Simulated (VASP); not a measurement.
Consider the following.

```
Re
1.0
    1.40760    -2.43804     0.00000
    1.40760     2.43804     0.00000
    0.00000     0.00000     4.54920
Re
2
Direct
  0.33333   0.66667   0.25000
  0.66667   0.33333   0.75000
```

Level of theory: PBE GGA, VASP's PBE PAW potentials (set 64) (plane waves; VASP). Numerical set-up: 400 eV cut-off, KSPACING 0.35 per Å, first-order Methfessel-Paxton smearing of 0.10 eV, potentials Re.

Gaps are read on the run's mesh, which can miss a band edge. Unless said otherwise, spin-orbit coupling is left out, though it shifts the bands of the heavy elements here.

Q: Predict the energy per atom (σ→0), pressure, band gap (on the k-mesh) with the smallest direct gap where there is one.

A: 
The band gap (on the k-mesh) comes out as none (metal, semimetal or under 0.01 eV) and the energy per atom (σ→0) comes out as -12404 meV/atom. The pressure comes out as -151.0 kbar.

The compound is Re in the hcp structure. The cell was not relaxed at this level. The run is one of a series of settings (KGAMMA = .FALSE., KSPACING = 0.35, KPOINTS file removed against the base run), some of them coarse on purpose.
